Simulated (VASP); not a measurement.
Energy against volume of W (bcc). These are PBE GGA, VASP's PBE PAW potentials (set 64) (plane waves; VASP 6.6.1) values and carry that method's errors.

```json
[
 {"V (Å³/atom)": "15.217", "E (eV/atom)": "-12.89969"},
 {"V (Å³/atom)": "15.702", "E (eV/atom)": "-12.94417"},
 {"V (Å³/atom)": "16.188", "E (eV/atom)": "-12.95627"},
 {"V (Å³/atom)": "16.674", "E (eV/atom)": "-12.94128"},
 {"V (Å³/atom)": "17.159", "E (eV/atom)": "-12.90328"}
]
```

Question: Fit a third-order Birch-Murnaghan equation of state.

Answer: 
```json
{
  "volume_per_atom": "16.15 Å^3/atom",
  "bulk_modulus": "302 GPa",
  "pressure_derivative_of_the_bulk_modulus": "4.70",
  "lattice_constant_a": "3.185 Å"
}
```

Measured: bulk modulus 312 GPa at 0 K (computed value off by -3.3 %), as given by Vázquez-Parga, Fernández-Martínez, Viñes, J. Chem. Theory Comput. (2023), doi:10.1021/acs.jctc.3c00612, Supporting … [zero-point energy and finite temperature contributions removed]; a 3.160 Å at 0 K (computed value off by +0.8 %), as given by Daniel Mejia-Rodriguez et al., Physical Review B (2018), arXiv:1807.09216 [static lattice: zero-point anharmonic expansion removed].

The compound is W in the bcc structure. It was relaxed first.
